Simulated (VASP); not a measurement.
VASP input:

**INCAR**
```
SYSTEM = AlN
PREC = Accurate
ENCUT = 530
EDIFF = 1E-6
NELM = 100
ALGO = Normal
LREAL = .FALSE.
LASPH = .TRUE.
ISMEAR = 0
SIGMA = 0.05
METAGGA = R2SCAN
LMIXTAU = .TRUE.
LWAVE = .FALSE.
LCHARG = .FALSE.
IBRION = 2
ISIF = 3
NSW = 60
EDIFFG = -0.02
```

### POSCAR
```
AlN
1
    3.1132802064     0.0000000000    -0.0000000000
   -1.5566401032     2.6961797420     0.0000000000
   -0.0000000000     0.0000000000     4.9837141637
Al N
2 2
Direct
  0.3333330000   0.6666670000   0.0000243858
  0.6666670000   0.3333330000   0.5000243858
  0.3333330000   0.6666670000   0.3819756142
  0.6666670000   0.3333330000   0.8819756142
```

KPOINTS:
```
Automatic mesh
0
Gamma
7 7 4
0 0 0
```

POTCAR, in this order: Al N (PBE.64 set). Program: vasp_std.

Task: Translate this r2SCAN calculation to Ansatz.

Result: One equivalent input (not run):
Ansatz 0.2 input:
```yaml
crystal:
  lattice:
    - [3.1132802, 0.0000000, 0.0000000]
    - [-1.5566401, 2.6961797, 0.0000000]
    - [0.0000000, 0.0000000, 4.9837142]
  atoms:
    - { symbol: Al, position: [0.3333330, 0.6666670, 0.0000244] }
    - { symbol: Al, position: [0.6666670, 0.3333330, 0.5000244] }
    - { symbol: N, position: [0.3333330, 0.6666670, 0.3819756] }
    - { symbol: N, position: [0.6666670, 0.3333330, 0.8819756] }
kpoints:
  mp_grid: { grid: [7, 7, 4] }
hamiltonian:
  xc: r2scan
  pseudopotentials: { kind: paw }
scf:
  occupations: { method: gaussian, width: 0.05 }
  max_iter: 100
relax:
  max_steps: 60
  f_tol: 0.02
  cell: {}
output: { forces: true, stress: true, eigenvalues: true }
```
What does not carry over: each code has its own PAW files, so the cut-off isn't converted (ENCUT is set for VASP's; basis.ecutwfc is left out, and Ansatz then takes the one that its files recommend); Ansatz stops its SCF on the density residual and VASP on the energy change (EDIFF).

The compound is AlN in the wurtzite structure. This run relaxes it. Symmetry was kept, so distortions that lower it aren't found. The start is the result of an earlier pass.
